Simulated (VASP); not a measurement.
The cell holds one Sr (fcc) (210) slab, with vacuum along c, ions free to move until forces fall under 0.03 eV/Å, no reconstruction beyond this cell, dipole correction on.

Given:

```xyz
8
Lattice="7.2402 0.0000 0.0000 4.8268 5.3965 0.0000 0.0000 0.0000 25.1595" Properties=species:S:1:pos:R:3 pbc="T T T"
Sr     5.3975     2.4138     7.9424
Sr     9.0382     4.0420     9.3270
Sr     0.6084     0.2721    10.5696
Sr     4.2465     1.8991    11.8883
Sr     7.8205     3.4974    13.2712
Sr    11.4586     5.1245    14.5900
Sr     3.0288     1.3545    15.8325
Sr     6.6695     2.9827    17.2171
```

Calculation: PBEsol GGA, VASP's PBE PAW potentials (set 64) (plane waves; VASP 6.6.1). Settings: 400 eV cut-off, 5×5×1 Γ-centred mesh, first-order Methfessel-Paxton smearing of 0.10 eV, potentials Sr_sv.

Slab and bulk use different k-meshes, so the surface energy is good to a few per cent at best.

Task: Predict its surface energy, work function, band gap (on the k-mesh).

Result: 
```json
{
 "surface_energy": "29 meV/Å^2",
 "work_function": "2.53 eV",
 "band gap (on the k-mesh)": "none (metal, semimetal or under 0.01 eV)"
}
```

The cell is a thin slab with vacuum, built from Sr (fcc): (210) face.
